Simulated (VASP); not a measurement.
Consider the following.

```xyz
2
Lattice="1.8000 -3.1177 0.0000 1.8000 3.1177 0.0000 0.0000 0.0000 5.6900" Properties=species:S:1:pos:R:3 pbc="T T T"
Tb     1.8000     1.0392     1.4225
Tb     1.8000    -1.0392     4.2675
```

Method: PBEsol GGA, VASP's PBE PAW potentials (set 64) (plane waves; VASP 6.6.1). Run with 400 eV cut-off, 11×11×6 Γ-centred mesh, first-order Methfessel-Paxton smearing of 0.10 eV, potentials Tb_3.

The 4f electrons are frozen in the core of the lanthanide potential, so 4f levels, which can set the real gap, and their magnetism are missing. Energy and stress use the plane-wave basis of the starting cell.

**Question.** The ions, cell shape and volume are relaxed. What does this cell relax into?

**Answer.** 
```xyz
2
Lattice="1.7800 -3.0831 0.0000 1.7800 3.0831 0.0000 0.0000 0.0000 5.5651" Properties=species:S:1:pos:R:3 pbc="T T T"
Tb     1.7800     1.0277     1.3913
Tb     1.7800    -1.0277     4.1738
```
Space group P6_3/mmc (194), at a tolerance of 0.03 Å.

**Question.** How do energy and volume change from the first to the last step?

**Answer.** The energy (σ→0) changes by -8.9 meV/atom and the volume by -4.4 %, in 6 ionic steps.

The compound is Tb in the hcp structure. This run relaxes it. Symmetry was kept, so distortions that lower it aren't found.
